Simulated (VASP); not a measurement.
A run of VASP 6.6.1:

File INCAR:

```
SYSTEM = LaBe
PREC = Accurate
ENCUT = 600
EDIFF = 1E-7
ISMEAR = -1
SIGMA = 0.05
LREAL = .FALSE.
LASPH = .TRUE.
NELM = 80
ALGO = Normal
ISIF = 3
LWAVE = .FALSE.
LCHARG = .FALSE.
GGA = PE
IBRION = 2
NSW = 60
EDIFFG = -0.01
PSTRESS = 200
```

File KPOINTS:

```
Automatic mesh
0
G
  7 7 7
  0 0 0
```

The input POSCAR:

```
LaBe
1.0
    3.5986300000      0.0000000000      0.0000000000
    0.0000000000      3.5986300000      0.0000000000
    0.0000000000      0.0000000000      3.5986300000
La Be
1 1
Direct
    0.0000000000      0.0000000000      0.0000000000
    0.5000000000      0.5000000000      0.5000000000
```

Potentials or basis: VASP PAW PBE potentials, release 64 (La, Be).

The run is started by

```sh
$ cat potpaw_PBE.64/La/POTCAR potpaw_PBE.64/Be/POTCAR > POTCAR
$ mpirun -np 1 vasp_std > vasp.out
```

Hardware: 1 thread of AMD EPYC 7R43 64-Core Processor (Zen 3) (shared host).

Task: How long does it take, and how much memory?

Result: It took 90 s on 1 thread of AMD EPYC 7R43 64-Core Processor (Zen 3) (shared host), peak memory 0.16 GiB. Counts: scf iterations 51, k points 20, ion steps 4.
